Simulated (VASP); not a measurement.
OSZICAR of a VASP run on NaH:

**OSZICAR**
```
...
DAV:  14    -0.445256071461E+02   -0.23385E-03   -0.12768E-04   648   0.769E-02    0.107E-03
DAV:  15    -0.445256710118E+02   -0.63866E-04   -0.79522E-05   573   0.587E-02    0.299E-03
DAV:  16    -0.445256713396E+02   -0.32786E-06   -0.23632E-05   566   0.400E-02
   4 F= -.44525671E+02 E0= -.44525671E+02  d E =-.363261E-01
       N       E                     dE             d eps       ncg     rms          rms(c)
DAV:   1    -0.445227573445E+02    0.29137E-02   -0.42659E+00   793   0.112E+01    0.108E-01
DAV:   2    -0.445277798182E+02   -0.50225E-02   -0.83789E-02   744   0.199E+00    0.493E-02
DAV:   3    -0.445316879123E+02   -0.39081E-02   -0.10205E-02   744   0.720E-01    0.380E-02
DAV:   4    -0.445316159066E+02    0.72006E-04   -0.47530E-03   744   0.462E-01    0.203E-02
DAV:   5    -0.445330598216E+02   -0.14439E-02   -0.22193E-03   744   0.335E-01    0.677E-03
DAV:   6    -0.445335354190E+02   -0.47560E-03   -0.88348E-04   744   0.185E-01    0.469E-03
DAV:   7    -0.445336685769E+02   -0.13316E-03   -0.36314E-04   648   0.126E-01    0.204E-03
DAV:   8    -0.445337382275E+02   -0.69651E-04   -0.27517E-04   648   0.112E-01    0.104E-03
DAV:   9    -0.445337340233E+02    0.42043E-05   -0.39401E-05   552   0.489E-02
   5 F= -.44533734E+02 E0= -.44533734E+02  d E =-.806268E-02
       N       E                     dE             d eps       ncg     rms          rms(c)
DAV:   1    -0.444386505916E+02    0.95088E-01   -0.29089E+01   800   0.301E+01    0.317E-01
DAV:   2    -0.445033678196E+02   -0.64717E-01   -0.67157E-01   751   0.536E+00    0.134E-01
DAV:   3    -0.445237501217E+02   -0.20382E-01   -0.52140E-02   744   0.167E+00    0.107E-01
DAV:   4    -0.445175822621E+02    0.61679E-02   -0.16696E-02   744   0.886E-01    0.629E-02
DAV:   5    -0.445223817027E+02   -0.47994E-02   -0.10185E-02   744   0.704E-01    0.186E-02
DAV:   6    -0.445262172912E+02   -0.38356E-02   -0.30908E-03   744   0.389E-01    0.141E-02
DAV:   7    -0.445253800124E+02    0.83728E-03   -0.11854E-03   760   0.240E-01    0.709E-03
DAV:   8    -0.445254553529E+02   -0.75341E-04   -0.46493E-04   696   0.152E-01    0.410E-03
DAV:   9    -0.445251104996E+02    0.34485E-03   -0.27363E-04   696   0.123E-01    0.280E-03
DAV:  10    -0.445255424834E+02   -0.43198E-03   -0.26524E-04   696   0.119E-01    0.255E-03
DAV:  11    -0.445252757131E+02    0.26677E-03   -0.82566E-05   648   0.678E-02    0.106E-03
DAV:  12    -0.445255506563E+02   -0.27494E-03   -0.10881E-04   648   0.769E-02    0.100E-03
DAV:  13    -0.445255657913E+02   -0.15135E-04   -0.16302E-05   552   0.278E-02    0.819E-04
DAV:  14    -0.445255774981E+02   -0.11707E-04   -0.17759E-05   552   0.285E-02    0.378E-04
DAV:  15    -0.445255955913E+02   -0.18093E-04   -0.11989E-05   552   0.242E-02    0.522E-04
DAV:  16    -0.445255985729E+02   -0.29815E-05   -0.30721E-06   484   0.135E-02
   6 F= -.44525599E+02 E0= -.44525599E+02  d E =0.727668E-04
       N       E                     dE             d eps       ncg     rms          rms(c)
DAV:   1    -0.445030496185E+02    0.22546E-01   -0.12081E+01   800   0.191E+01    0.192E-01
DAV:   2    -0.445394395572E+02   -0.36390E-01   -0.25645E-01   751   0.343E+00    0.894E-02
DAV:   3    -0.445365393946E+02    0.29002E-02   -0.20143E-02   744   0.103E+00    0.659E-02
DAV:   4    -0.445353762081E+02    0.11632E-02   -0.65179E-03   744   0.571E-01    0.380E-02
DAV:   5    -0.445366717961E+02   -0.12956E-02   -0.51395E-03   744   0.523E-01    0.121E-02
DAV:   6    -0.445373285797E+02   -0.65678E-03   -0.13805E-03   744   0.251E-01    0.907E-03
DAV:   7    -0.445378271663E+02   -0.49859E-03   -0.28888E-04   696   0.119E-01    0.379E-03
DAV:   8    -0.445378376866E+02   -0.10520E-04   -0.16803E-04   656   0.954E-02    0.187E-03
DAV:   9    -0.445377959985E+02    0.41688E-04   -0.12500E-04   656   0.859E-02    0.172E-03
DAV:  10    -0.445379985861E+02   -0.20259E-03   -0.67231E-05   552   0.514E-02    0.165E-03
DAV:  11    -0.445379574996E+02    0.41087E-04   -0.22500E-05   636   0.409E-02    0.948E-04
DAV:  12    -0.445379997719E+02   -0.42272E-04   -0.15085E-05   552   0.329E-02    0.444E-04
DAV:  13    -0.445380255625E+02   -0.25791E-04   -0.10435E-05   580   0.284E-02    0.705E-04
DAV:  14    -0.445380222034E+02    0.33592E-05   -0.46094E-06   544   0.185E-02
   7 F= -.44538022E+02 E0= -.44538022E+02  d E =-.123509E-01
       N       E                     dE             d eps       ncg     rms          rms(c)
DAV:   1    -0.445406860491E+02   -0.26605E-02   -0.52839E-01   793   0.369E+00    0.579E-02
DAV:   2    -0.445412842297E+02   -0.59818E-03   -0.90738E-03   751   0.606E-01    0.294E-02
DAV:   3    -0.445412165727E+02    0.67657E-04   -0.94600E-04   779   0.219E-01    0.135E-02
DAV:   4    -0.445410368958E+02    0.17968E-03   -0.96918E-04   744   0.224E-01    0.715E-03
DAV:   5    -0.445415405993E+02   -0.50370E-03   -0.30826E-04   744   0.126E-01    0.318E-03
DAV:   6    -0.445415500418E+02   -0.94425E-05   -0.48265E-05   552   0.456E-02
   8 F= -.44541550E+02 E0= -.44541550E+02  d E =-.352784E-02
       N       E                     dE             d eps       ncg     rms          rms(c)
DAV:   1    -0.445356294532E+02    0.59111E-02   -0.47264E+00   807   0.111E+01    0.181E-01
DAV:   2    -0.445425555256E+02   -0.69261E-02   -0.88037E-02   772   0.184E+00    0.897E-02
DAV:   3    -0.445425664991E+02   -0.10974E-04   -0.75109E-03   758   0.610E-01    0.458E-02
DAV:   4    -0.445410785057E+02    0.14880E-02   -0.63610E-03   744   0.589E-01    0.209E-02
DAV:   5    -0.445437355812E+02   -0.26571E-02   -0.30325E-03   744   0.403E-01    0.982E-03
DAV:   6    -0.445440975710E+02   -0.36199E-03   -0.50846E-04   744   0.149E-01    0.761E-03
DAV:   7    -0.445440615121E+02    0.36059E-04   -0.15513E-04   751   0.942E-02    0.295E-03
DAV:   8    -0.445441635440E+02   -0.10203E-03   -0.16562E-04   736   0.954E-02    0.274E-03
DAV:   9    -0.445441448086E+02    0.18735E-04   -0.59672E-05   552   0.583E-02    0.184E-03
DAV:  10    -0.445441310795E+02    0.13729E-04   -0.45385E-06   561   0.189E-02    0.113E-03
DAV:  11    -0.445441953617E+02   -0.64282E-04   -0.10375E-05   552   0.241E-02    0.627E-04
DAV:  12    -0.445441955874E+02   -0.22575E-06   -0.37126E-06   456   0.157E-02
   9 F= -.44544196E+02 E0= -.44544196E+02  d E =-.617338E-02
       N       E                     dE             d eps       ncg     rms          rms(c)
DAV:   1    -0.445441882795E+02    0.70822E-05   -0.71791E-01   786   0.430E+00    0.689E-02
DAV:   2    -0.445449238242E+02   -0.73554E-03   -0.12717E-02   744   0.731E-01    0.348E-02
DAV:   3    -0.445449239690E+02   -0.14474E-06   -0.13939E-03   744   0.273E-01    0.158E-02
DAV:   4    -0.445446046407E+02    0.31933E-03   -0.14702E-03   744   0.274E-01    0.805E-03
DAV:   5    -0.445451790428E+02   -0.57440E-03   -0.43400E-04   744   0.154E-01    0.390E-03
DAV:   6    -0.445451543921E+02    0.24651E-04   -0.79523E-05   608   0.658E-02    0.300E-03
DAV:   7    -0.445452255450E+02   -0.71153E-04   -0.44231E-05   594   0.534E-02    0.101E-03
DAV:   8    -0.445452109340E+02    0.14611E-04   -0.24997E-05   552   0.432E-02    0.103E-03
DAV:   9    -0.445452321292E+02   -0.21195E-04   -0.77951E-06   550   0.239E-02    0.698E-04
DAV:  10    -0.445452242486E+02    0.78806E-05   -0.24867E-06   456   0.166E-02
  10 F= -.44545224E+02 E0= -.44545224E+02  d E =-.720205E-02
       N       E                     dE             d eps       ncg     rms          rms(c)
DAV:   1    -0.445452144069E+02    0.17722E-04   -0.27246E-02   800   0.837E-01    0.135E-02
DAV:   2    -0.445452457794E+02   -0.31373E-04   -0.48527E-04   744   0.148E-01    0.674E-03
DAV:   3    -0.445452205370E+02    0.25242E-04   -0.55637E-05   764   0.586E-02    0.304E-03
DAV:   4    -0.445452434846E+02   -0.22948E-04   -0.62925E-05   696   0.646E-02    0.147E-03
DAV:   5    -0.445452410975E+02    0.23871E-05   -0.25879E-05   559   0.456E-02
  11 F= -.44545241E+02 E0= -.44545241E+02  d E =-.721889E-02
       N       E                     dE             d eps       ncg     rms          rms(c)
DAV:   1    -0.445463182089E+02   -0.10747E-02   -0.14788E-01   765   0.232E+00    0.455E-02
DAV:   2    -0.445457419270E+02    0.57628E-03   -0.26684E-03   744   0.387E-01    0.268E-02
DAV:   3    -0.445453635113E+02    0.37842E-03   -0.22449E-03   744   0.296E-01    0.617E-03
DAV:   4    -0.445463646541E+02   -0.10011E-02   -0.13319E-03   744   0.230E-01    0.315E-03
DAV:   5    -0.445463742272E+02   -0.95731E-05   -0.23606E-04   648   0.101E-01    0.251E-03
DAV:   6    -0.445465074690E+02   -0.13324E-03   -0.10480E-04   648   0.700E-02    0.191E-03
DAV:   7    -0.445465289667E+02   -0.21498E-04   -0.25967E-05   552   0.383E-02    0.944E-04
DAV:   8    -0.445465417907E+02   -0.12824E-04   -0.15332E-05   552   0.280E-02    0.618E-04
DAV:   9    -0.445465382422E+02    0.35485E-05   -0.45745E-06   464   0.197E-02
  12 F= -.44546538E+02 E0= -.44546538E+02  d E =-.129714E-02
       N       E                     dE             d eps       ncg     rms          rms(c)
DAV:   1    -0.445469386645E+02   -0.39687E-03   -0.55649E-02   772   0.142E+00    0.279E-02
DAV:   2    -0.445466102765E+02    0.32839E-03   -0.11006E-03   744   0.249E-01    0.164E-02
DAV:   3    -0.445466191367E+02   -0.88601E-05   -0.92568E-04   744   0.187E-01    0.374E-03
DAV:   4    -0.445469091033E+02   -0.28997E-03   -0.46141E-04   648   0.136E-01    0.189E-03
DAV:   5    -0.445469097392E+02   -0.63587E-06   -0.11878E-04   648   0.685E-02    0.150E-03
DAV:   6    -0.445470391572E+02   -0.12942E-03   -0.51478E-05   648   0.461E-02    0.117E-03
DAV:   7    -0.445470380985E+02    0.10587E-05   -0.75891E-06   544   0.215E-02
  13 F= -.44547038E+02 E0= -.44547038E+02  d E =-.179700E-02
```

### Question
Which electronic solver shows in the log?

### Answer
It is blocked Davidson (ALGO = Normal, or the opening steps of other solvers). The INCAR had ALGO = Normal.

### Question
Can the final energy be trusted as converged?

### Answer
Self-consistency was reached. It stopped with EDIFF = 1E-5, NELM = 100, NSW = 50 and EDIFFG = -0.03 after 13 ionic steps (r2SCAN meta-GGA, plane waves, VASP's PBE PAW potentials (set 64)).

The cell is a thin slab with vacuum, built from NaH (rock salt): (110) face.
